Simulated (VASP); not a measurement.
These are PBEsol GGA, VASP's PBE PAW potentials (set 64) (plane waves; VASP 6.6.1) values and carry that method's errors.

VASP ran on this input.

**KPOINTS**
```
Automatic mesh
0
Gamma
 14 14 8
0 0 0
```

### INCAR
```
! general
SYSTEM =Tl
PREC   =Normal
ENCUT  =400   ! plane-wave cut-off (eV)
LREAL  =.FALSE.   ! projection in real space or not
LASPH  =.TRUE.   ! aspherical one-centre terms

! electronic loop
EDIFF  =1E-5
NELM   =100   ! most electronic steps
NELMIN =4
ALGO   =Fast   ! Davidson, then RMM-DIIS
LMAXMIX=4   ! l cut-off of mixed one-centre charges

! smearing
ISMEAR =1   ! Methfessel-Paxton
SIGMA  =0.1

! functional
GGA    =PS   ! PBEsol

! ions
IBRION =2   ! conjugate gradients
NSW    =20   ! most ionic steps
ISIF   =2
EDIFFG =-0.03

! output
LWAVE  =.FALSE.
LCHARG =.FALSE.
```

POSCAR:
```
Tl
1.0
  3.4340440861   0.0000000000   0.0000000000
 -1.7170220430   2.9739695168   0.0000000000
  0.0000000000   0.0000000000   5.5729876616
Tl
2
direct
  0.6666670000   0.3333330000   0.7500000000
  0.3333330000   0.6666670000   0.2500000000
```

POTCAR, in this order: Tl_d (PBE.64 set). Program: vasp_std.

The resulting files:

File OSZICAR:
```
       N       E                     dE             d eps       ncg     rms          rms(c)
DAV:   1     0.106648699430E+03    0.10665E+03   -0.12605E+04  4216   0.117E+03
DAV:   2    -0.358020247247E+01   -0.11023E+03   -0.10893E+03  4404   0.260E+02
DAV:   3    -0.532083888492E+01   -0.17406E+01   -0.17233E+01  4879   0.293E+01
DAV:   4    -0.533049940092E+01   -0.96605E-02   -0.96506E-02  4528   0.224E+00
DAV:   5    -0.533060266891E+01   -0.10327E-03   -0.10327E-03  4809   0.239E-01    0.312E+00
RMM:   6    -0.526611970670E+01    0.64483E-01   -0.11964E-01  4080   0.262E+00    0.214E+00
RMM:   7    -0.525548726255E+01    0.10632E-01   -0.60860E-02  4080   0.200E+00    0.836E-01
RMM:   8    -0.525442616632E+01    0.10611E-02   -0.52358E-03  4080   0.552E-01    0.866E-02
RMM:   9    -0.525440994183E+01    0.16224E-04   -0.22642E-04  4080   0.131E-01    0.290E-02
RMM:  10    -0.525440923815E+01    0.70368E-06   -0.30429E-05  2714   0.482E-02
   1 F= -.52544092E+01 E0= -.52544065E+01  d E =-.525441E+01
```

File OUTCAR:
```
------------------------ aborting loop because EDIFF is reached ----------------------------------------
  FORCE on cell =-STRESS in cart. coord.  units (eV):
  Direction    XX          YY          ZZ          XY          YZ          ZX
  --------------------------------------------------------------------------------------
  Total        0.0156278      0.0156278      0.0347378      0.0000000      0.0000000      0.0000000
  in kB        0.4399237      0.4399237      0.9778723      0.0000000      0.0000000      0.0000000
  external PRESSURE =       0.6192399 kB  Pullay stress =       0.0000000 kB
  volume of cell :       56.92
      direct lattice vectors                 reciprocal lattice vectors
     3.434044086  0.000000000  0.000000000     0.291201853  0.168125462  0.000000000
    -1.717022043  2.973969517  0.000000000     0.000000000  0.336250925  0.000000000
     0.000000000  0.000000000  5.572987662     0.000000000  0.000000000  0.179436966
 POSITION                                       TOTAL-FORCE (eV/Angst)
 -----------------------------------------------------------------------------------
      1.71702      0.99132      4.17974         0.000000     -0.000000      0.000000
     -0.00000      1.98265      1.39325        -0.000000      0.000000      0.000000
 -----------------------------------------------------------------------------------
    total drift:                               -0.000391      0.000226      0.000011
  FREE ENERGIE OF THE ION-ELECTRON SYSTEM (eV)
  ---------------------------------------------------
  free  energy   TOTEN  =        -5.2544092382 eV

  energy  without entropy=       -5.2544010933  energy(sigma->0) =       -5.25440652

 reached required accuracy - stopping structural energy minimisation
```
(Selected blocks of OUTCAR.)

File OUTCAR:
```
 val. band max:        6.4350167165   @ k =   0.4286  -0.0000   0.2500

 cond. band min:       6.4852972050   @ k =   0.2857   0.2143   0.3750


 Fermi energy:         6.4655343691

 k-point     1 :       0.0000    0.0000    0.0000
  band No.  band energies     occupation
      1      -5.3285      2.00000
      2      -5.1043      2.00000
      3      -5.0680      2.00000
      4      -5.0680      2.00000
      5      -5.0163      2.00000
      6      -5.0163      2.00000
      7      -4.9296      2.00000
      8      -4.9296      2.00000
      9      -4.6059      2.00000
     10      -4.6058      2.00000
     11      -3.6663      2.00000
     12       1.1724      2.00000
     13       3.4933      2.00000
     14      14.6188      0.00000
     15      14.6188      0.00000
     16      16.6753      0.00000
     17      16.7991      0.00000

 k-point     2 :       0.0714   -0.0000    0.0000
  band No.  band energies     occupation
      1      -5.3090      2.00000
      2      -5.1202      2.00000
      3      -5.0471      2.00000
      4      -5.0451      2.00000
      5      -5.0184      2.00000
      6      -4.9947      2.00000
      7      -4.9432      2.00000
      8      -4.9399      2.00000
      9      -4.6286      2.00000
     10      -4.6020      2.00000
     11      -3.5683      2.00000
     12       1.2348      2.00000
     13       3.6215      2.00000
     14      13.4267      0.00000
     15      14.1341      0.00000
     16      15.6963      0.00000
     17      17.0386      0.00000

 k-point     3 :       0.1429   -0.0000    0.0000
  band No.  band energies     occupation
      1      -5.2764      2.00000
      2      -5.1346      2.00000
      3      -5.0394      2.00000
      4      -4.9868      2.00000
      5      -4.9842      2.00000
      6      -4.9798      2.00000
      7      -4.9672      2.00000
      8      -4.9334      2.00000
      9      -4.6868      2.00000
     10      -4.5923      2.00000
     11      -3.2685      2.00000
...
```

Unless said otherwise, spin-orbit coupling is left out, though it shifts the bands of the heavy elements here.

The compound is Tl in the hcp structure. It was relaxed first.
